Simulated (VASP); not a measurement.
Set up this calculation in VASP 6.6.1, as the native input.

```
Task                   : relaxation of cell and atoms
Functional             : PBE
Potentials or basis    : VASP PAW PBE potentials, release 64 (Hf_pv, In_d, Se)
Cutoff                 : 520 eV
k mesh                 : 10 × 10 × 2
Occupations            : gaussian, width 0.1 eV
Spin                   : no spin polarisation
Further INCAR settings : ALGO = Normal; EDIFF = 1e-07; IBRION = 2; POTIM = 0.3; EDIFFG = -0.005; NSW = 60; ISIF = 3
```

The structure of HfIn2Se5 lies in POSCAR:

```
HfIn2Se5                                
1.0
    3.9167880292     -0.0000000000     -0.0000000000
   -1.9583940146      3.3920379396     -0.0000000000
   -0.0000000000     -0.0000000000     17.3528378724
  Hf              In              Se            
     1     2     5
Direct
     0.0000000000000000    0.0000000000000000    0.0000000000000000
     0.3333333300000021    0.6666666699999979    0.3903744025196886
     0.6666666699999979    0.3333333300000021    0.6096255974803111
     0.6666666699999979    0.3333333300000021    0.9131621245236712
     0.3333333300000021    0.6666666699999979    0.0868378754763288
     0.6666666699999979    0.3333333300000021    0.3101904562374853
     0.3333333300000021    0.6666666699999979    0.6898095437625150
     0.0000000000000000    0.0000000000000000    0.5000000000000000
```

The cell was built by a generator and needn't be a form met in nature.

One way to write it, as run:

INCAR

```
PREC = Accurate
ENCUT = 520
EDIFF = 1E-7
ISMEAR = 0
SIGMA = 0.1
LREAL = F
LASPH = T
NELM = 120
ALGO = Normal
ISIF = 3
LWAVE = F
LCHARG = F
GGA = PE
IBRION = 2
NSW = 60
EDIFFG = -0.005
POTIM = 0.3
KPAR = 4
```

KPOINTS

```
Automatic mesh
0
Gamma
  10 10 2
```

Potentials or basis: VASP PAW PBE potentials, release 64 (Hf_pv, In_d, Se).

The run is started by

```console
$ cat potpaw_PBE.64/Hf_pv/POTCAR potpaw_PBE.64/In_d/POTCAR potpaw_PBE.64/Se/POTCAR > POTCAR
$ mpirun -np 4 vasp_std > vasp.out
```

Results of the run:

```yaml
Relaxed_volume: 29.11 Å³/atom
Relaxed_cell: a = 3.917 Å, b = 3.917 Å, c = 17.526 Å, α = 90.00°, β = 90.00°, γ = 120.00°
Space_group_after_relaxing_to_0.05_Å: P-3m1 (No. 164)
Energy_gained_by_relaxing: 0.0 meV/atom
Ionic_steps: 19
Pressure_after_relaxing: 0.0 GPa
Largest_force_after_relaxing: 0.004 eV/Å
Band_gap_on_the_k_mesh: 0.24 eV, indirect (least direct gap 0.63 eV)
```

Caveat: spin-orbit coupling is left out, which moves the levels of the heavy elements; this functional lacks dispersion, which binds the layers, so the pressure and a relaxed spacing across them are unreliable.

It took 14 min on 4 MPI ranks on Intel(R) Xeon(R) Platinum 8488C (Sapphire Rapids), with other jobs on the host, peak memory 0.53 GiB a rank.
